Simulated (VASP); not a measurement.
Calculation: PBE GGA, VASP's PBE PAW potentials (set 64) (plane waves; VASP).

Input for VASP

### KPOINTS
```
K-points
0
Gamma
 10 10 5
0 0 0
```

**INCAR**
```
# general
SYSTEM = BN
PREC   = Accurate
ENCUT  = 520
LREAL  = F
LASPH  = T

# electronic loop
EDIFF  = 1E-7
NELM   = 100
ALGO   = Normal

# smearing
ISMEAR = 0
SIGMA  = 0.05

# functional
GGA    = PE

# ions
IBRION = 2
NSW    = 30
ISIF   = 4
EDIFFG = -0.01

# output
LWAVE  = F
LCHARG = F
```

File POSCAR:
```
BN
1
    1.2775625614    -2.2128034878     0.0000000000
    1.2775625614     2.2128034878     0.0000000000
    0.0000000000     0.0000000000     4.2254280639
B N
2 2
Direct
  0.6666670000   0.3333330000   0.5002373476
  0.3333330000   0.6666670000   0.0002373476
  0.6666670000   0.3333330000   0.8747626524
  0.3333330000   0.6666670000   0.3747626524
```

POTCAR, in this order: B N (PBE.64 set). Program: vasp_std.

Output

### OUTCAR
```
 ion  position               nearest neighbor table
   1  0.667  0.333  0.500-   4 1.57   4 1.57   4 1.57   3 1.58
   2  0.333  0.667  0.000-   3 1.57   3 1.57   3 1.57   4 1.58
   3  0.667  0.333  0.875-   2 1.57   2 1.57   2 1.57   1 1.58
   4  0.333  0.667  0.375-   1 1.57   1 1.57   1 1.57   2 1.58
  LATTYP: Found a hexagonal cell.
 ALAT       =     2.5551253147
 C/A-ratio  =     1.6537067828
 Subroutine PRICEL returns:
 Original cell was already a primitive cell.
 Subroutine GETGRP returns: Found 12 space group operations
The static configuration has the point symmetry C_3v.
 The point group associated with its full space group is C_6v.
The dynamic configuration has the point symmetry C_3v.
 Subroutine INISYM returns: Found 12 space group operations
 Subroutine IBZKPT returns following result:
 Found     42 irreducible k-points:

 Following reciprocal coordinates:
            Coordinates               Weight
  0.000000  0.000000  0.000000      1.000000
  0.100000 -0.000000  0.000000      6.000000
  0.200000 -0.000000  0.000000      6.000000
  0.300000  0.000000  0.000000      6.000000
  0.400000  0.000000  0.000000      6.000000
...
```

### OSZICAR
```
       N       E                     dE             d eps       ncg     rms          rms(c)
DAV:   1     0.500425619663E+02    0.50043E+02   -0.87400E+03  1008   0.130E+03
DAV:   2    -0.343804595551E+02   -0.84423E+02   -0.79961E+02  1436   0.274E+02
DAV:   3    -0.367289604366E+02   -0.23485E+01   -0.23398E+01  1344   0.462E+01
DAV:   4    -0.367425376768E+02   -0.13577E-01   -0.13569E-01  1272   0.352E+00
DAV:   5    -0.367427057678E+02   -0.16809E-03   -0.16807E-03  1320   0.357E-01    0.940E+00
DAV:   6    -0.349975483940E+02    0.17452E+01   -0.47867E+00  1260   0.181E+01    0.451E+00
DAV:   7    -0.348621410899E+02    0.13541E+00   -0.22354E-01  1184   0.466E+00    0.270E+00
DAV:   8    -0.348333204228E+02    0.28821E-01   -0.72077E-02  1136   0.251E+00    0.222E-01
DAV:   9    -0.348325098321E+02    0.81059E-03   -0.21294E-03  1300   0.484E-01    0.121E-01
DAV:  10    -0.348327517476E+02   -0.24192E-03   -0.39746E-04  1180   0.198E-01    0.263E-02
DAV:  11    -0.348327570268E+02   -0.52792E-05   -0.68890E-05  1284   0.723E-02    0.136E-02
DAV:  12    -0.348327580091E+02   -0.98233E-06   -0.95615E-06  1260   0.305E-02    0.220E-03
DAV:  13    -0.348327581557E+02   -0.14660E-06   -0.22342E-07  1000   0.540E-03    0.538E-04
DAV:  14    -0.348327581639E+02   -0.81881E-08   -0.15520E-08   716   0.144E-03
   1 F= -.34832758E+02 E0= -.34832758E+02  d E =-.348328E+02
```

OUTCAR:
```
------------------------ aborting loop because EDIFF is reached ----------------------------------------
  FORCE on cell =-STRESS in cart. coord.  units (eV):
  Direction    XX          YY          ZZ          XY          YZ          ZX
  --------------------------------------------------------------------------------------
  Total       -0.0029796     -0.0029796     -0.0056625      0.0000000     -0.0000000      0.0000000
  in kB       -0.1998244     -0.1998245     -0.3797465      0.0000000     -0.0000000      0.0000000
  external PRESSURE =      -0.2597985 kB  Pullay stress =       0.0000000 kB
  volume of cell :       23.89
      direct lattice vectors                 reciprocal lattice vectors
     1.277562561 -2.212803488  0.000000000     0.391370266 -0.225957706  0.000000000
     1.277562561  2.212803488  0.000000000     0.391370266  0.225957706  0.000000000
     0.000000000  0.000000000  4.225428064     0.000000000  0.000000000  0.236662413
  FREE ENERGIE OF THE ION-ELECTRON SYSTEM (eV)
  ---------------------------------------------------
  free  energy   TOTEN  =       -34.8327581639 eV

  energy  without entropy=      -34.8327581639  energy(sigma->0) =      -34.83275816

 reached required accuracy - stopping structural energy minimisation
```
(Selected blocks of OUTCAR.)

The compound is BN in the wurtzite structure, a metastable high-pressure form. It was relaxed first.
